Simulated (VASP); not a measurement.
Here is the system:

```
BiVO4
1.0
   -2.56771     2.56771     5.81114
    2.56771    -2.56771     5.81114
    2.56771     2.56771    -5.81114
V Bi O
2 2 8
Direct
  0.50000   0.50000   0.00000
  0.25000   0.75000   0.50000
  0.00000   0.00000   0.00000
  0.75000   0.25000   0.50000
  0.17085   0.56190   0.89101
  0.31190   0.92089   0.89105
  0.67089   0.27984   0.10899
  0.02984   0.42085   0.10895
  0.57915   0.68810   0.60899
  0.43810   0.32911   0.60895
  0.07911   0.97016   0.39101
  0.72016   0.82915   0.39105
```

All values below come from PBE GGA with D3 dispersion (Becke-Johnson damping), VASP's PBE PAW potentials (set 64) (plane waves; VASP). Settings: 400 eV cut-off, 4×4×4 Γ-centred mesh shifted by (0.5, 0.5, 0.5), Gaussian smearing of 0.010 eV, potentials V_sv Bi_d O.

At this cut-off the stress carries a Pulay error, which pulls relaxed volumes low. Energy and stress use the plane-wave basis of the starting cell.

Problem. The ions, cell shape and volume are relaxed. Predict the relaxed structure.

Solution. 
```
BiVO4
1.0
   -2.54618     2.54618     5.74814
    2.54618    -2.54618     5.74814
    2.54618     2.54618    -5.74814
V Bi O
2 2 8
Direct
  0.50000   0.50000   0.00000
  0.25000   0.75000   0.50000
  0.00000   0.00000   0.00000
  0.75000   0.25000   0.50000
  0.17003   0.56186   0.89223
  0.31186   0.91963   0.89183
  0.66963   0.27780   0.10777
  0.02780   0.42003   0.10817
  0.57997   0.68814   0.60777
  0.43814   0.33037   0.60817
  0.08037   0.97220   0.39223
  0.72220   0.82997   0.39183
```
Space group I4_1/a (88), at a tolerance of 0.03 Å.

Problem. How do energy and volume change from the first to the last step?

Solution. The energy (σ→0) changes by -5.5 meV/atom and the volume by -2.7 %, in 17 ionic steps.

| step | E(σ→0) (eV) | max force (eV/Å) | pressure (GPa) | volume (Å³) |
|---|---|---|---|---|
| 1 | -91.8781 | 0.095 | -5.09 | 153.25 |
| 2 | -91.7656 | 0.966 | 9.28 | 144.43 |
| 3 | -91.9317 | 0.269 | -0.23 | 150.00 |
| 4 | -91.9416 | 0.084 | -0.01 | 149.00 |
| 5 | -91.9421 | 0.048 | -0.05 | 149.17 |
| 6 | -91.9427 | 0.035 | 0.08 | 149.06 |
| 7 | -91.9431 | 0.030 | 0.40 | 148.84 |
| 8 | -91.9434 | 0.019 | 0.28 | 148.91 |
| 9 | -91.9436 | 0.019 | 0.02 | 149.02 |
| 10 | -91.9436 | 0.017 | 0.04 | 149.01 |
| 11 | -91.9436 | 0.015 | 0.02 | 149.03 |
| 12 | -91.9437 | 0.011 | -0.01 | 149.07 |
| 13 | -91.9437 | 0.018 | -0.08 | 149.17 |
| 14 | -91.9437 | 0.012 | -0.06 | 149.12 |
| 15 | -91.9438 | 0.012 | -0.01 | 149.09 |
| 16 | -91.9438 | 0.012 | 0.05 | 149.03 |
| 17 | -91.9438 | 0.008 | -0.02 | 149.06 |

The structure comes from a computed database's VBiO4 entry; how it stands against other phases isn't given here. This run relaxes it. Symmetry was kept, so distortions that lower it aren't found. The k-mesh is coarse (spacing up to 0.44 per Å, 2π included), so the numbers may not be converged in it. The run is one of a series of settings (EDIFFG = -0.01, IBRION = 2, ISIF = 3, IVDW = 12, NSW = 50 against the base run), some of them coarse on purpose. The run is not spin-polarised, so no magnetic state was tried.
